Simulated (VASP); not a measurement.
Method: rev-vdW-DF2, VASP's PBE PAW potentials (set 64) (plane waves; VASP).

A VASP calculation is set up with these files.

### POSCAR
```
SrO
1
    0.0000000000     2.5800000000     2.5800000000
    2.5800000000     0.0000000000     2.5800000000
    2.5800000000     2.5800000000     0.0000000000
Sr O
1 1
Direct
  0.0000000000   0.0000000000   0.0000000000
  0.5000000000   0.5000000000   0.5000000000
```

INCAR:
```
AGGAC=0.0
ALGO=Normal
EDIFF=1E-6
EDIFFG=-0.01
ENCUT=520
GGA=MK
IBRION=2
ISIF=3
ISMEAR=0
LASPH=.TRUE.
LCHARG=.FALSE.
LMAXMIX=4
LREAL=.FALSE.
LUSE_VDW=.TRUE.
LWAVE=.FALSE.
NELM=100
NSW=60
PARAM1=0.1234568
PARAM2=0.7114
PREC=Accurate
SIGMA=0.05
SYSTEM=SrO
ZAB_VDW=-1.8867
```

File KPOINTS:
```
Regular mesh
0
gamma
  8 8 8
```

POTCAR, in this order: Sr_sv O (PBE.64 set). Program: vasp_std.

Output of the run:

### OUTCAR
```
 ion  position               nearest neighbor table
   1  0.000  0.000  0.000-   2 2.58   2 2.58   2 2.58   2 2.58   2 2.58   2 2.58
   2  0.500  0.500  0.500-   1 2.58   1 2.58   1 2.58   1 2.58   1 2.58   1 2.58
  LATTYP: Found a face centered cubic cell.
 ALAT       =     5.1600000000
 Subroutine PRICEL returns:
 Original cell was already a primitive cell.
 Subroutine GETGRP returns: Found 48 space group operations
The static configuration has the point symmetry O_h .
The dynamic configuration has the point symmetry O_h .
 Subroutine INISYM returns: Found 48 space group operations
 Subroutine IBZKPT returns following result:
 Found     29 irreducible k-points:

 Following reciprocal coordinates:
            Coordinates               Weight
  0.000000  0.000000  0.000000      1.000000
  0.125000  0.000000  0.000000      8.000000
  0.250000  0.000000  0.000000      8.000000
  0.375000  0.000000  0.000000      8.000000
  0.500000  0.000000  0.000000      4.000000
  0.125000  0.125000  0.000000      6.000000
  0.250000  0.125000  0.000000     24.000000
  0.375000  0.125000  0.000000     24.000000
  0.500000  0.125000  0.000000     24.000000
 -0.375000  0.125000  0.000000     24.000000
 -0.250000  0.125000  0.000000     24.000000
 -0.125000  0.125000  0.000000     12.000000
  0.250000  0.250000  0.000000      6.000000
  0.375000  0.250000  0.000000     24.000000
  0.500000  0.250000  0.000000     24.000000
 -0.375000  0.250000  0.000000     24.000000
 -0.250000  0.250000  0.000000     12.000000
  0.375000  0.375000  0.000000      6.000000
  0.500000  0.375000  0.000000     24.000000
 -0.375000  0.375000  0.000000     12.000000
  0.500000  0.500000  0.000000      3.000000
  0.375000  0.250000  0.125000     24.000000
  0.500000  0.250000  0.125000     48.000000
 -0.375000  0.250000  0.125000     24.000000
...
```

**OSZICAR**
```
       N       E                     dE             d eps       ncg     rms          rms(c)
DAV:   1     0.792234762272E+02    0.79223E+02   -0.87646E+03   696   0.131E+03
DAV:   2    -0.797324057350E+01   -0.87197E+02   -0.80242E+02   988   0.250E+02
DAV:   3    -0.111243996534E+02   -0.31512E+01   -0.31326E+01   932   0.469E+01
DAV:   4    -0.112043374431E+02   -0.79938E-01   -0.79912E-01   960   0.636E+00
DAV:   5    -0.112046970391E+02   -0.35960E-03   -0.35959E-03   884   0.516E-01    0.168E+01
DAV:   6    -0.910156603932E+01    0.21031E+01   -0.10728E+01   784   0.243E+01    0.203E+01
DAV:   7    -0.897546117779E+01    0.12610E+00   -0.61703E-01   876   0.692E+00    0.118E+01
DAV:   8    -0.895430563683E+01    0.21156E-01   -0.14964E-01   724   0.415E+00    0.686E-01
DAV:   9    -0.895439573929E+01   -0.90102E-04   -0.10867E-02  1000   0.885E-01    0.228E-01
DAV:  10    -0.895487038792E+01   -0.47465E-03   -0.86669E-04   732   0.295E-01    0.775E-02
DAV:  11    -0.895494725183E+01   -0.76864E-04   -0.12862E-04   784   0.101E-01    0.352E-02
DAV:  12    -0.895495486052E+01   -0.76087E-05   -0.12807E-05   868   0.362E-02    0.163E-02
DAV:  13    -0.895495453058E+01    0.32994E-06   -0.17338E-06   736   0.152E-02
   1 F= -.89549545E+01 E0= -.89549545E+01  d E =-.895495E+01
       N       E                     dE             d eps       ncg     rms          rms(c)
DAV:   1    -0.895672650531E+01   -0.17716E-02   -0.36772E-02   824   0.183E+00    0.384E-01
DAV:   2    -0.895533424959E+01    0.13923E-02   -0.64228E-03   776   0.677E-01    0.119E-01
DAV:   3    -0.895504041461E+01    0.29383E-03   -0.70976E-04   896   0.285E-01    0.115E-01
DAV:   4    -0.895499102854E+01    0.49386E-04   -0.36591E-04  1060   0.143E-01    0.977E-02
DAV:   5    -0.895500747888E+01   -0.16450E-04   -0.17640E-05   912   0.388E-02    0.279E-02
DAV:   6    -0.895501017645E+01   -0.26976E-05   -0.31631E-05  1096   0.374E-02    0.582E-03
DAV:   7    -0.895500994971E+01    0.22674E-06   -0.30125E-07   472   0.607E-03
   2 F= -.89550099E+01 E0= -.89550099E+01  d E =-.554191E-04
       N       E                     dE             d eps       ncg     rms          rms(c)
DAV:   1    -0.895520455907E+01   -0.19438E-03   -0.38514E-03   832   0.593E-01    0.125E-01
DAV:   2    -0.895505805602E+01    0.14650E-03   -0.67467E-04   768   0.219E-01    0.381E-02
DAV:   3    -0.895502635303E+01    0.31703E-04   -0.74445E-05   896   0.922E-02    0.361E-02
DAV:   4    -0.895502165547E+01    0.46976E-05   -0.39068E-05  1056   0.468E-02    0.310E-02
DAV:   5    -0.895502426636E+01   -0.26109E-05   -0.18091E-06   776   0.129E-02    0.829E-03
DAV:   6    -0.895502505308E+01   -0.78672E-06   -0.34486E-06   996   0.122E-02
   3 F= -.89550251E+01 E0= -.89550251E+01  d E =-.705225E-04
```

OUTCAR:
```
------------------------ aborting loop because EDIFF is reached ----------------------------------------
  FORCE on cell =-STRESS in cart. coord.  units (eV):
  Direction    XX          YY          ZZ          XY          YZ          ZX
  --------------------------------------------------------------------------------------
  Total        0.0002786      0.0002786      0.0002786     -0.0000000     -0.0000000     -0.0000000
  in kB        0.0129615      0.0129615      0.0129615     -0.0000000     -0.0000000     -0.0000000
  external PRESSURE =       0.0129615 kB  Pullay stress =       0.0000000 kB
  volume of cell :       34.44
      direct lattice vectors                 reciprocal lattice vectors
    -0.000000000  2.582283135  2.582283135    -0.193627102  0.193627102  0.193627102
     2.582283135  0.000000000  2.582283135     0.193627102 -0.193627102  0.193627102
     2.582283135  2.582283135 -0.000000000     0.193627102  0.193627102 -0.193627102
  FREE ENERGIE OF THE ION-ELECTRON SYSTEM (eV)
  ---------------------------------------------------
  free  energy   TOTEN  =        -8.9550250531 eV

  energy  without entropy=       -8.9550250531  energy(sigma->0) =       -8.95502505

 reached required accuracy - stopping structural energy minimisation
```
(Selected blocks of OUTCAR.)

**CONTCAR**
```
SrO
   1.00000000000000
    -0.0000000000000000    2.5822831348157620    2.5822831348157620
     2.5822831348157620    0.0000000000000000    2.5822831348157620
     2.5822831348157620    2.5822831348157620   -0.0000000000000000
  Sr              O
     1     1
Direct
     0.0000000000000000    0.0000000000000000    0.0000000000000000
     0.5000000000000000    0.5000000000000000    0.5000000000000000
```

The compound is SrO in the rock salt structure. This run relaxes it. Symmetry was kept, so distortions that lower it aren't found.
